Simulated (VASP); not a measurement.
Input for VASP

### POSCAR
```
ZnS
1
    1.9482000000    -3.3743810000     0.0000000000
    1.9482000000     3.3743810000     0.0000000000
    0.0000000000     0.0000000000     6.3852000000
Zn S
2 2
Direct
  0.6666670000   0.3333330000   0.5000000000
  0.3333330000   0.6666670000   0.0000000000
  0.6666670000   0.3333330000   0.8750000000
  0.3333330000   0.6666670000   0.3750000000
```

File KPOINTS:
```
Automatic mesh
0
Gamma
5 5 3
0 0 0
```

### INCAR
```
SYSTEM = ZnS
PREC = Accurate
ENCUT = 400
EDIFF = 1E-6
NELM = 100
ALGO = Normal
LREAL = .FALSE.
LASPH = .TRUE.
ISMEAR = 0
SIGMA = 0.05
GGA = PE
LMAXMIX = 4
LWAVE = .FALSE.
LCHARG = .FALSE.
ISIF = 2
```

POTCAR, in this order: Zn S (PBE.64 set). Program: vasp_gam.

What VASP printed:

File standard output:
```
 POSCAR found type information on POSCAR ZnS
 POSCAR found :  2 types and       4 ions
 Reading from existing POTCAR
 Reading from existing POTCAR
 LDA part: xc-table for (Slater+PW92), standard interpolation

 -----------------------------------------------------------------------------
|                                                                             |
|     EEEEEEE  RRRRRR   RRRRRR   OOOOOOO  RRRRRR      ###     ###     ###     |
|     E        R     R  R     R  O     O  R     R     ###     ###     ###     |
|     E        R     R  R     R  O     O  R     R     ###     ###     ###     |
|     EEEEE    RRRRRR   RRRRRR   O     O  RRRRRR       #       #       #      |
|     E        R   R    R   R    O     O  R   R                               |
|     E        R    R   R    R   O     O  R    R      ###     ###     ###     |
|     EEEEEEE  R     R  R     R  OOOOOOO  R     R     ###     ###     ###     |
|                                                                             |
|     You are using the Gamma-point-only version with more than one           |
|     k-point or some other non-Gamma k-point.                                |
|                                                                             |
|       ---->  I REFUSE TO CONTINUE WITH THIS SICK JOB ... BYE!!! <----       |
|                                                                             |
 -----------------------------------------------------------------------------
```

Problem. Read the log: what went wrong, and how is it fixed?

Solution. The cause: the Γ-only program was given a k-mesh. VASP stops with an error: You are using the Gamma-point-only version with more than one k-point or some other non-Gamma k-point. ----> I REFUSE TO CONTINUE WITH THIS SICK JOB ... BYE!!! <---- To mend it, run vasp_std.

The mended run (PBE GGA, plane waves, VASP's PBE PAW potentials (set 64)) converges, and its OSZICAR ends with
```
   1 F= -.13656257E+02 E0= -.13656257E+02  d E =-.511641E-15
```

The compound is ZnS in the wurtzite structure, the high-temperature form. The cell was not relaxed at this level.
